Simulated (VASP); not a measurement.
Energy against volume of Mo (bcc). Method: PBE GGA, VASP's PBE PAW potentials (set 64) (plane waves; VASP). Run with 520 eV cut-off, 16×16×16 Γ-centred mesh, first-order Methfessel-Paxton smearing of 0.10 eV, potentials Mo_sv.

```
V (Å³/atom)  E (eV/atom)
-----------  -----------
15.363         -10.92956
15.839         -10.94043
16.314         -10.92815
16.789         -10.89615
```

Task: Fit these four points and predict the energy of the run at 14.888 Å³/atom.

Result: A cubic in V^(−2/3), the third-order Birch-Murnaghan form, passes through the four points with V0 = 15.81 Å³/atom and B0 = 261 GPa, and gives -10.8916 eV/atom there. The run gave -10.8916 eV/atom, +0.0 meV/atom from the fit; all five points give B0 = 261 GPa.

The compound is Mo in the bcc structure. It was relaxed first.
